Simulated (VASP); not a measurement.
Here is the system:

```
CELL_PARAMETERS angstrom
      0.00000     2.41991     2.41991
      2.41991     0.00000     2.41991
      2.41991     2.41991     0.00000
ATOMIC_POSITIONS crystal
  Be 0.00000 0.00000 0.00000
  Se 0.25000 0.25000 0.25000
```

These are PBEsol GGA, VASP's PBE PAW potentials (set 64) (plane waves; VASP) values and carry that method's errors. Numerical set-up: 500 eV cut-off, 9×9×9 Γ-centred mesh, Gaussian smearing of 0.050 eV, potentials Be Se.

Predict the energy per atom (σ→0), pressure.

| Property | Value |
|---|---|
| energy per atom (σ→0) | -4.577 eV/atom |
| pressure | 19.89 GPa |

The absolute energy has meaning only against runs of the same code, potentials and settings.

The structure was generated: BeSe was put into the zinc blende type (F-43m), which need not be its known phase. It was relaxed first under an external pressure of 20 GPa.
